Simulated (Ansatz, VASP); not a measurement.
## Cross-check of Y (Y(0001)) between VASP and Ansatz

Wanted: the spread between two codes on one cell, functional and k mesh. Other levels of theory on this material are compared in a session of their own.

Method: plane waves, with VASP 6.6.1 beside it; single point at r2SCAN, in Ansatz 0.2.0.

## 1. Set-up

The cell holds 7 atoms: 7 Y. Cell: a = 3.650 Å, b = 3.650 Å, c = 35.202 Å, α = 90.0°, β = 90.0°, γ = 60.0°. Vacuum lies along c.

Structure file:

```xyz
7
Lattice="3.6500 0.0000 0.0000 1.8250 3.1610 0.0000 0.0000 0.0000 35.2024" Properties=species:S:1:pos:R:3
Y     0.0000    0.0000    9.0000
Y     3.6500    2.1073   11.8671
Y     0.0000    0.0000   14.7341
Y     3.6500    2.1073   17.6012
Y     0.0000    0.0000   20.4683
Y     3.6500    2.1073   23.3354
Y     0.0000    0.0000   26.2024
```

## 2. Ansatz: single point, r2SCAN

Ansatz runs on its default PAW (the set named soft_2) files.

A single point gives forces, pressure and levels at one fixed geometry, so differences don't come from the geometry; what else differs is listed under the comparison.

Input file input.yaml:

```yaml
crystal:
  lattice:
    - [3.65, 0.0, 0.0]
    - [1.825, 3.1609927238, 0.0]
    - [0.0, 0.0, 35.20245]
  atoms:
    - { symbol: "Y", position: [0.0, 0.0, 0.2556640234] }
    - { symbol: "Y", position: [0.6666666667, 0.6666666667, 0.3371093489] }
    - { symbol: "Y", position: [0.0, 0.0, 0.4185546745] }
    - { symbol: "Y", position: [0.6666666667, 0.6666666667, 0.5] }
    - { symbol: "Y", position: [0.0, 0.0, 0.5814453255] }
    - { symbol: "Y", position: [0.6666666667, 0.6666666667, 0.6628906511] }
    - { symbol: "Y", position: [0.0, 0.0, 0.7443359766] }
hamiltonian:
  xc: r2scan
  pseudopotentials: { kind: paw }
kpoints:
  mp_grid: { grid: [9, 9, 1] }
scf:
  occupations: { method: methfessel_paxton, width: 0.1 }
  n_extra_bands: 5
efield:
  axis: 3
  dipole_correction: true
  ramp_width: 0.04
output:
  forces: true
  eigenvalues: true
```

The run is started by

```sh
$ ansatz run input.yaml --threads 4 --pin off --max-ram 9216MiB --backend cpu --events-out ev --progress --plain --runs-dir out
```

Numbers of over 12 decimals in the logs are rounded to 6 here.

Log:

```text
scf.n_extra_bands = 5 over 39 filled bands (N_el = 77.0): the run solves 44 bands
Engine: ansatz 0.2.0, aarch64-unknown-linux-gnu
Pseudopotentials: kind: paw
Pseudopotential: Y, paw, valence charge 11, recommended cutoff 500 eV (meta_gga), Y.paw.azcp
Functional definition: r2SCAN
  parameter k0 = 0.174
  parameter k1 = 0.065
  parameter a1 = 4.9479
  exchange = r2scan_x(k0 = k0, k1 = k1, a1 = a1)
  correlation = r2scan_c
Crystal: 7 atoms, lattice volume = 406.153 Å³
Basis set: ecut = 500 eV, 10413 PW (Γ), exchange–correlation on 108×108×1080 points (64 copies of the dense FFT grid, shifted against one another)
Bands: 44, of which v1, the nominal top of the filled ones, is band 39 counted from 1 (38 counted from 0)
Symmetry: 6 space group operations
k-points: 12 of 81 (time reversal used)
Non-local potential: Y, projectors of the file, l = 0: 3, l = 1: 2, l = 2: 2, l = 3: 1
PAW form: soft (Blöchl's): semilocal exchange-correlation on the pseudo side does not see the compensation charge
PAW frozen core: Y, regenerated for the run's functional (the file was generated under x = pbe(κ = 0.804, μ = 0.219515), c = pbe(β = 0.066725))
PAW one-centre angular grid: Y, 590 points (default); XC on 160 Gauss nodes
Initial density: superposition of atomic densities (neutral atoms: chi_scale 0, normalization atom), corrected by the library's trained network
Initial wavefunctions: pseudopotential atomic-orbital guess
Functional: x = r2scan, c = r2scan; τ floored in thin density (d = 2e-4 eV/Å³)
SCF iter   1: F=—  HF=-27016.174195 eV  |F-HF|=—  |Δ(HF+E_count)|=         —  Δρ=4.15e-3  dr2=7.86e-2  dr2_τ=1.37e-2  ethr=1.77e-3  p=0.000 e·Å  D=6.93e-14 V/Å  ΔV_dip=-0.00 eV  dr2_dipole=4.51e-5  V_vac-E_F(+/−)=2.90/2.90 eV  ⟨swp⟩=10.2  Hψ=2584  notcnv=0
efield: sawtooth ramp at fractional position 0.9800 (placed from the atoms, in the widest stretch of the axis that holds none; the zero of the levels goes with the place), width 0.0400; the density the first Hamiltonian is built on has a dipole p = 0.000 e·Å; the dipole correction subtracts the counter field D = 6.93e-14 V/Å, which shifts the + side's vacuum level by -0.00 eV against the − side's; the planar-averaged density in the ramp window peaks in size at 2.9e-5 e/Å³
preconditioner: auto → LDOS  [metal: Δε(μ)=0.011 eV  Ē_g=1.829 eV  σ=0.100 eV  W_gap=0.10  n_scr=64 (ndim 8)  ℏωp=8.4 eV  f_vac=0.381  D(μ)=18.91/eV (n_scr^D=170)  β→1.0]
SCF iter   2: F=—  HF=-27016.342300 eV  |F-HF|=—  |Δ(HF+E_count)|=   1.68e-1  S|Δr|=    0.00e0  Δρ=1.58e-3  dr2=6.51e-2  dr2_τ=2.21e-3  ethr=1.02e-4  p=0.000 e·Å  D=2.49e-5 V/Å  ΔV_dip=-0.00 eV  dr2_dipole=2.20e-5  V_vac-E_F(+/−)=3.10/3.10 eV  ⟨swp⟩=2.2  Hψ=1135  notcnv=0  defer=5
SCF iter   3: F=—  HF=-27016.345438 eV  |F-HF|=—  |Δ(HF+E_count)|=   3.14e-3  S|Δr|=    0.00e0  Δρ=5.82e-4  dr2=9.41e-3  dr2_τ=5.74e-5  ethr=8.46e-5  p=0.000 e·Å  D=2.32e-5 V/Å  ΔV_dip=-0.00 eV  dr2_dipole=3.42e-6  V_vac-E_F(+/−)=3.16/3.16 eV  ⟨swp⟩=1.0  Hψ=523  notcnv=0  defer=5
SCF iter   4: F=—  HF=-27016.346153 eV  |F-HF|=—  |Δ(HF+E_count)|=   7.15e-4  S|Δr|=    0.00e0  Δρ=3.16e-4  dr2=2.73e-3  dr2_τ=5.10e-5  ethr=1.22e-5  p=0.000 e·Å  D=9.68e-6 V/Å  ΔV_dip=-0.00 eV  dr2_dipole=8.24e-7  V_vac-E_F(+/−)=3.23/3.23 eV  ⟨swp⟩=2.2  Hψ=907  notcnv=0  defer=5
SCF iter   5: F=—  HF=-27016.346144 eV  |F-HF|=—  |Δ(HF+E_count)|=   8.34e-6  S|Δr|=    0.00e0  Δρ=8.07e-5  dr2=9.79e-5  dr2_τ=4.58e-6  ethr=3.54e-6  p=0.000 e·Å  D=8.51e-6 V/Å  ΔV_dip=-0.00 eV  dr2_dipole=1.68e-8  V_vac-E_F(+/−)=3.25/3.25 eV  ⟨swp⟩=2.1  Hψ=828  notcnv=0  defer=5
SCF iter   6: F=—  HF=-27016.346282 eV  |F-HF|=—  |Δ(HF+E_count)|=   1.38e-4  S|Δr|=    0.00e0  Δρ=2.98e-5  dr2=2.46e-5  dr2_τ=2.86e-7  ethr=1.27e-7  p=0.000 e·Å  D=5.34e-6 V/Å  ΔV_dip=-0.00 eV  dr2_dipole=2.71e-8  V_vac-E_F(+/−)=3.26/3.26 eV  ⟨swp⟩=3.2  Hψ=1039  notcnv=0  defer=5
SCF iter   7: F=—  HF=-27016.346294 eV  |F-HF|=—  |Δ(HF+E_count)|=   1.16e-5  S|Δr|=    0.00e0  Δρ=2.06e-5  dr2=7.88e-6  dr2_τ=2.09e-7  ethr=3.20e-8  p=0.000 e·Å  D=1.44e-6 V/Å  ΔV_dip=-0.00 eV  dr2_dipole=9.50e-9  V_vac-E_F(+/−)=3.27/3.27 eV  ⟨swp⟩=3.0  Hψ=974  notcnv=0  defer=5
SCF iter   8: F=—  HF=-27016.346295 eV  |F-HF|=—  |Δ(HF+E_count)|=   1.29e-6  S|Δr|=    0.00e0  Δρ=7.57e-6  dr2=4.80e-6  dr2_τ=1.60e-8  ethr=1.02e-8  p=0.000 e·Å  D=2.67e-7 V/Å  ΔV_dip=-0.00 eV  dr2_dipole=3.35e-9  V_vac-E_F(+/−)=3.28/3.28 eV  ⟨swp⟩=2.8  Hψ=849  notcnv=0  defer=5
SCF iter   9: F=—  HF=-27016.346295 eV  |F-HF|=—  |Δ(HF+E_count)|=   8.49e-8  S|Δr|=    0.00e0  Δρ=3.55e-6  dr2=7.44e-7  dr2_τ=2.92e-9  ethr=6.23e-9  p=0.000 e·Å  D=5.31e-8 V/Å  ΔV_dip=-0.00 eV  dr2_dipole=1.06e-10  V_vac-E_F(+/−)=3.28/3.28 eV  ⟨swp⟩=1.0  Hψ=523  notcnv=0  defer=5
SCF iter  10: F=-27016.346295 eV  HF=-27016.346296 eV  |F-HF|=3.98e-8  |Δ(HF+E_count)|=   4.56e-8  S|Δr|=    0.00e0  Δρ=1.76e-6  dr2=5.60e-8  dr2_τ=2.30e-9  ethr=1.30e-10  p=0.000 e·Å  D=1.95e-9 V/Å  ΔV_dip=-0.00 eV  dr2_dipole=5.50e-14  V_vac-E_F(+/−)=3.28/3.28 eV  ⟨swp⟩=9.2  Hψ=2033  notcnv=0
SCF 1 converged in 10 iterations: F = -27016.346295 eV  dr2 = 5.60e-8
  greatest PAW one-centre occupation: 0.996 electrons in one spin orbital (limit 2), on the Y atom at site 3 (counted from 0), in its partial waves of l = 0
SCF converged after 10 iterations
Stability not checked: this state was not tested for a lower state beside it, because cold or Methfessel-Paxton smearing, or corrected tetrahedra, fill the levels in a way that the test cannot read (fill_not_monotonic; see scf.lower_state_search)
Free energy (F): -27016.346295 eV
Harris-Foulkes:  -27016.346296 eV  (|F-HF|=3.98e-8)
Internal energy: -27016.336913 eV  (E = F + TS)
E sigma→0 (E₀):  -27016.343950 eV
Entropy (-TS):   -0.009383 eV (-1.340 meV/atom)
Fermi energy:    4.011948 eV
Dipole field:    D = 0.000000 V/Å  (p = 0.000001 e·Å, saw-weighted, corrected)
Work function:   Φ+ = 3.2776 eV   Φ− = 3.2776 eV
Levels:          The Fermi level and band energies are counted from a zero that moves with the ramp; work functions are not
--- Per-component energies (eV) ---
  E_band       = -1331.219621
  E_kinetic    = 2124.016354
  E_local      = -55671.968743  (includes V_loc(G=0)·N_el)
  E_nonlocal   = 349.284572
  E_hartree    = 26837.077511
  E_xc         = -1168.649983
  E_vxc        = -1544.454981  (∫ρ·V_xc dr)
  E_paw        = -19891.486742  (= ΣΔE_a)
  E_vpaw       = -347.185619  (= ΣTr[D̂ρ^β])
  E_aug_tail   = 0.000022  (compensation charges beyond the density's cutoff)
  E_vtau       = 84.879236  (kinetic-family band-sum trace: ∫τ·v_τ [+ j·A + Jᵃ·Aᵃ] dr)
  E_efield     = 0.000000  (sawtooth field / dipole correction)
  E_vefield    = 0.000000  (∫n·V_field dr)
  E_ewald      = 20406.467772
  E_core_change = -1.077674  (= ΣΔE_core)
  E_smearing   = -0.009383  (= −TS)
  E_closure    = 0.000000  (closes the sum)
  Σ components = -27016.346295   (vs F -27016.346295, Δ=0.00e0)
--- Forces (eV/Å), atoms counted from 1 ---
  atom   1  Y     -0.00000000    -0.00000000     0.08436594
  atom   2  Y      0.00000000     0.00000000    -0.09088704
  atom   3  Y     -0.00000000    -0.00000000     0.02451176
  atom   4  Y     -0.00000000     0.00000000    -0.00000051
  atom   5  Y      0.00000000    -0.00000000    -0.02451003
  atom   6  Y     -0.00000000     0.00000000     0.09088517
  atom   7  Y      0.00000000    -0.00000000    -0.08436674
  max |Σ_I F_I| component: 1.46e-6 eV/Å
--- Band table (eV; the first three rows and the last of 12) ---
  k-point 0: bands = [... 35 lower, 4.1352, 4.1401, 4.6874, 4.6898, 4.9306, 5.3618, 5.7505, 5.7505, ... 1 higher]
  k-point 1: bands = [... 35 lower, 4.1379, 4.1439, 4.4526, 4.4935, 4.8074, 5.2796, 5.3794, 5.3877, ... 1 higher]
  k-point 2: bands = [... 35 lower, 3.9276, 3.9524, 4.0124, 4.2104, 4.5359, 4.6342, 4.7082, 4.7572, ... 1 higher]
  k-point 11: bands = [... 35 lower, 3.5448, 3.5530, 3.5596, 3.5664, 3.9470, 4.0265, 4.2617, 4.3997, ... 1 higher]
```

It took 11 s on 4 threads of Arm Neoverse V2, shared host; peak memory 1.4 GiB; 42 s of CPU time.

The column dr2 measures how far the density is from self-consistency, as an energy; F and HF (Harris–Foulkes) agree once it is small.

## 3. VASP: single point, r2SCAN

The same cell, functional, mesh and smearing now go to VASP, with its own data sets and cutoff.

Lines of VASP's logs that name or quote its potential files are left out, and so is its time.

Input file INCAR:

```
SYSTEM = Y
PREC = Normal
ENCUT = 350
EDIFF = 1E-06
NELM = 120
ISMEAR = 1
SIGMA = 0.1
LREAL = .FALSE.
ALGO = Normal
METAGGA = R2SCAN
LASPH = .TRUE.
NBANDS = 47
LORBIT = 11
LWAVE = .FALSE.
LCHARG = .FALSE.
KPAR = 4
IDIPOL = 3
LDIPOL = .TRUE.
DIPOL = 0.5 0.5 0.5
LVHAR = .TRUE.
LVACPOTAV = .TRUE.
```

Input file POSCAR:

```
Y
1.0
    3.6500000000      0.0000000000      0.0000000000
    1.8250000000      3.1609927238      0.0000000000
    0.0000000000      0.0000000000     35.2024500000
Y
7
Direct
    0.0000000000      0.0000000000      0.2556640234
    0.6666666667      0.6666666667      0.3371093489
    0.0000000000      0.0000000000      0.4185546745
    0.6666666667      0.6666666667      0.5000000000
    0.0000000000      0.0000000000      0.5814453255
    0.6666666667      0.6666666667      0.6628906511
    0.0000000000      0.0000000000      0.7443359766
```

Input file KPOINTS:

```
Automatic mesh
0
Gamma
9 9 1
0 0 0
```

Potentials, in the order of the species: Y_sv (PBE family, release 64).

The run is started by

```sh
$ mpirun -np 4 vasp_std
```

Log:

```text
[banner, memory and clock lines left out]
running    4 mpi-ranks, on    1 nodes
 distrk:  each k-point on    1 cores,    4 groups
 distr:  one band on    1 cores,    1 groups

 POSCAR found type information on POSCAR Y
 POSCAR found :  1 types and       7 ions
|                                                                             |
|               ----> ADVICE to this user running VASP <----                  |
|                                                                             |
|     You enforced a specific xc type in the INCAR file but a different       |
|     [... a line on the potential file left out ...]
|     I HOPE YOU KNOW WHAT YOU ARE DOING!                                     |
|                                                                             |

 LDA part: xc-table for (None), standard interpolation
 POSCAR, INCAR and KPOINTS ok, starting setup
 FFT: planning ... GRIDC
 FFT: planning ... GRID_SOFT
 FFT: planning ... GRID
 WAVECAR not read
 entering main loop
       N       E                     dE             d eps       ncg     rms          rms(c)
DAV:   1     0.238880445528E+03    0.23888E+03   -0.33383E+04  1512   0.112E+03
DAV:   2    -0.106933867521E+03   -0.34581E+03   -0.33504E+03  1268   0.303E+02
DAV:   3    -0.156536849183E+03   -0.49603E+02   -0.48313E+02  1857   0.560E+01
DAV:   4    -0.167226044599E+03   -0.10689E+02   -0.10558E+02  2000   0.273E+01
DAV:   5    -0.168348739930E+03   -0.11227E+01   -0.11206E+01  1666   0.765E+00    0.634E+01
DAV:   6    -0.170559709965E+03   -0.22110E+01   -0.19807E+02  1800   0.375E+01    0.609E+01
DAV:   7    -0.195658201177E+03   -0.25098E+02   -0.13046E+03  1617   0.346E+01    0.689E+01
DAV:   8    -0.159089323779E+03    0.36569E+02   -0.13165E+02  1520   0.261E+01    0.492E+01
DAV:   9    -0.158929123534E+03    0.16020E+00   -0.27099E+01  1584   0.111E+01    0.405E+01
DAV:  10    -0.147526269099E+03    0.11403E+02   -0.81049E+00  1584   0.672E+00    0.264E+01
DAV:  11    -0.140607134238E+03    0.69191E+01   -0.12823E+01  1584   0.800E+00    0.139E+01
DAV:  12    -0.140999128023E+03   -0.39199E+00   -0.41099E+00  1633   0.487E+00    0.126E+01
DAV:  13    -0.140846984964E+03    0.15214E+00   -0.53086E-01  1577   0.189E+00    0.978E+00
DAV:  14    -0.140574913678E+03    0.27207E+00   -0.38399E-01  1536   0.177E+00    0.844E+00
[...]
DAV:  30    -0.140286346596E+03   -0.75758E-04   -0.79960E-04  1496   0.604E-02    0.139E-01
DAV:  31    -0.140286489536E+03   -0.14294E-03   -0.93638E-05  1464   0.360E-02    0.158E-01
DAV:  32    -0.140286603144E+03   -0.11361E-03   -0.12355E-04  1416   0.306E-02    0.228E-01
DAV:  33    -0.140286560949E+03    0.42194E-04   -0.12898E-04  1514   0.372E-02    0.840E-02
DAV:  34    -0.140286607598E+03   -0.46648E-04   -0.37052E-05  1432   0.255E-02    0.544E-02
DAV:  35    -0.140286616252E+03   -0.86538E-05   -0.11797E-05  1314   0.123E-02    0.330E-02
DAV:  36    -0.140286621046E+03   -0.47947E-05   -0.50500E-06   992   0.807E-03    0.133E-02
DAV:  37    -0.140286621391E+03   -0.34490E-06   -0.30761E-06   961   0.717E-03
|                                                                             |
|           W    W    AA    RRRRR   N    N  II  N    N   GGGG   !!!           |
|           W    W   A  A   R    R  NN   N  II  NN   N  G    G  !!!           |
|           W    W  A    A  R    R  N N  N  II  N N  N  G       !!!           |
|           W WW W  AAAAAA  RRRRR   N  N N  II  N  N N  G  GGG   !            |
|           WW  WW  A    A  R   R   N   NN  II  N   NN  G    G                |
|           W    W  A    A  R    R  N    N  II  N    N   GGGG   !!!           |
|                                                                             |
|     Did not find any points to average over, which means that no vacuum     |
|     field-free region was found. Please increase the size of  your cell     |
|     in the dimension of the dipole correction to obtain accurate            |
|     workfunction values.                                                    |
|                                                                             |

   1 F= -.14028662E+03 E0= -.14028347E+03  d E =-.945398E-02
```

[end of part 1 of 2]

[Lines on the potential files, build, host, timing and source positions are cut from VASP's logs without a mark.]

[Logs are printed without paths, hosts, clocks, repeated set-up lines and the standing remarks that a program may print on its own settings, such as how far it seeks lower states.]

[Hosts, paths, dates, database ids (printed as entryN), source tags and the programs' standing remarks are cut or masked in the printed files.]
